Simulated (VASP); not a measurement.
Output of a VASP run:

OSZICAR:
```
       N       E                     dE             d eps       ncg     rms          rms(c)
DAV:   1     0.832913890796E+03    0.83291E+03   -0.34109E+04  5041   0.276E+03
DAV:   2     0.114816233929E+03   -0.71810E+03   -0.69837E+03  5062   0.665E+02
DAV:   3    -0.424269734235E+02   -0.15724E+03   -0.15333E+03  5626   0.253E+02
DAV:   4    -0.564435200675E+02   -0.14017E+02   -0.13897E+02  6491   0.741E+01
DAV:   5    -0.568365661768E+02   -0.39305E+00   -0.39186E+00  6756   0.141E+01    0.177E+01
DAV:   6    -0.488500617457E+02    0.79865E+01   -0.31516E+01  8506   0.603E+01    0.113E+01
DAV:   7    -0.491458369993E+02   -0.29578E+00   -0.45304E+00  5427   0.120E+01    0.418E+00
DAV:   8    -0.490674037101E+02    0.78433E-01   -0.32247E-01  7661   0.554E+00    0.234E+00
DAV:   9    -0.490399804779E+02    0.27423E-01   -0.79237E-02  8342   0.399E+00    0.463E-01
DAV:  10    -0.490394124657E+02    0.56801E-03   -0.97551E-03  7147   0.109E+00    0.372E-01
DAV:  11    -0.490394372767E+02   -0.24811E-04   -0.43941E-03  8678   0.663E-01    0.146E-01
DAV:  12    -0.490394928549E+02   -0.55578E-04   -0.88350E-04  6038   0.221E-01    0.503E-02
DAV:  13    -0.490395046517E+02   -0.11797E-04   -0.82935E-05  6509   0.903E-02    0.459E-02
DAV:  14    -0.490394991922E+02    0.54595E-05   -0.20134E-05  8482   0.612E-02    0.206E-02
DAV:  15    -0.490394987325E+02    0.45974E-06   -0.68586E-06  7653   0.185E-02    0.363E-03
DAV:  16    -0.490394985000E+02    0.23246E-06   -0.12404E-06  7061   0.735E-03    0.120E-03
DAV:  17    -0.490394984501E+02    0.49886E-07   -0.11509E-07  3344   0.348E-03
   1 F= -.49039498E+02 E0= -.49039498E+02  d E =0.000000E+00
```

File OUTCAR:
```
------------------------ aborting loop because EDIFF is reached ----------------------------------------
  FORCE on cell =-STRESS in cart. coord.  units (eV):
  Direction    XX          YY          ZZ          XY          YZ          ZX
  --------------------------------------------------------------------------------------
  Total        0.0316797      0.0308731      0.0540085     -0.0006985      0.0000000      0.0000000
  in kB        0.4775474      0.4653886      0.8141377     -0.0105299      0.0000000      0.0000000
  external PRESSURE =       0.5856912 kB  Pullay stress =       0.0000000 kB
  volume of cell :      106.29
      direct lattice vectors                 reciprocal lattice vectors
     3.419657232 -5.833953996  0.000000000     0.147321137 -0.085055900  0.000000000
     1.671261495  2.894709762  0.000000000     0.296908778  0.174037411  0.000000000
     0.000000000  0.000000000  5.409222263     0.000000000  0.000000000  0.184869460
 POSITION                                       TOTAL-FORCE (eV/Angst)
 -----------------------------------------------------------------------------------
      1.74933     -1.00998      2.69532         0.010385     -0.005996     -0.008522
      1.63176      0.98771      5.39993        -0.010385      0.005996     -0.008522
      1.81764     -1.04942      4.83386         0.000544     -0.000314      0.016608
      1.56345      1.02715      2.12925        -0.000544      0.000314      0.016608
      3.28670     -3.82739      4.67307        -0.002597      0.001499      0.000300
      3.51405     -2.02883      1.96846         0.002597     -0.001499      0.000300
      3.38764     -3.88567      2.69475         0.010493     -0.006058     -0.008385
      3.41311     -1.97056      5.39936        -0.010493      0.006058     -0.008385
 -----------------------------------------------------------------------------------
    total drift:                                0.000103      0.006745      0.000261
  FREE ENERGIE OF THE ION-ELECTRON SYSTEM (eV)
  ---------------------------------------------------
  free  energy   TOTEN  =       -49.0394984501 eV

  energy  without entropy=      -49.0394984501  energy(sigma->0) =      -49.03949845

 total charge

# of ion       s       p       d       tot
------------------------------------------
    1        0.769   0.833  10.015  11.617
    2        0.769   0.833  10.015  11.617
    3        1.232   2.454   0.000   3.686
    4        1.232   2.454   0.000   3.686
    5        1.226   2.436   0.000   3.661
    6        1.226   2.436   0.000   3.661
    7        0.781   0.847  10.159  11.787
    8        0.781   0.847  10.159  11.787
--------------------------------------------------
tot          8.013  13.139  40.349  61.502

 Electric field gradients after diagonalization (V/A^2)
 (convention: |V_zz| > |V_xx| > |V_yy|)
----------------------------------------------------------------------
 ion       V_xx      V_yy      V_zz     asymmetry (V_yy - V_xx)/ V_zz
----------------------------------------------------------------------
   1      27.165     1.656   -28.821       0.885
   2      27.165     1.656   -28.821       0.885
   3      -9.902    -0.929    10.830       0.829
   4      -9.902    -0.928    10.830       0.829
   5       4.927     1.847    -6.774       0.455
   6       4.927     1.847    -6.774       0.455
   7      12.704     7.631   -20.335       0.249
   8      12.704     7.631   -20.335       0.249
```
(Selected blocks of OUTCAR.)

### POSCAR
```
Ga2In2N4
1
    3.4196572315    -5.8339539958     0.0000000000
    1.6712614951     2.8947097623     0.0000000000
    0.0000000000     0.0000000000     5.4092222633
In N Ga
2 4 2
Direct
  0.3436183772   0.3436173772   0.4982819735
  0.1563816228   0.6563826228   0.9982819735
  0.3570357614   0.3570347614   0.8936331419
  0.1429642386   0.6429652386   0.3936331419
  0.8097423578   0.3097413578   0.8639083675
  0.6902576422   0.6902586422   0.3639083675
  0.8295694522   0.3295684522   0.4981765173
  0.6704305478   0.6704315478   0.9981765173
```

Task: Write an INCAR and KPOINTS that could have produced this output.

Result: This is not unique; one that fits is the input of the run itself, PBEsol GGA, plane waves, VASP's PBE PAW potentials (set 64).

**INCAR**
```
# general
SYSTEM =Ga2In2N4
PREC   =Accurate
ENCUT  =520
LREAL  =.False.
LASPH  =.True.   # aspherical one-centre terms

# electronic loop
EDIFF  =1E-7
NELM   =100
ALGO   =Normal   # blocked Davidson
LMAXMIX=4   # l cut-off of mixed one-centre charges

# smearing
ISMEAR =-5   # tetrahedra, Bloechl

# functional
GGA    =PS   # PBEsol

# ions
ISIF   =2

# output
LWAVE  =.False.
LCHARG =.True.
LORBIT =11
NEDOS  =601

# other
LEFG   =.True.
```

KPOINTS:
```
Automatic mesh
0
Gamma
 4 9 5
0 0 0
```

POTCAR, in this order: In_d N Ga_d (PBE.64 set). Program: vasp_std.

The structure was generated: Ga2In2N4 was put into an ordered model structure (Pmn2_1), which need not be its known phase. It was relaxed first.
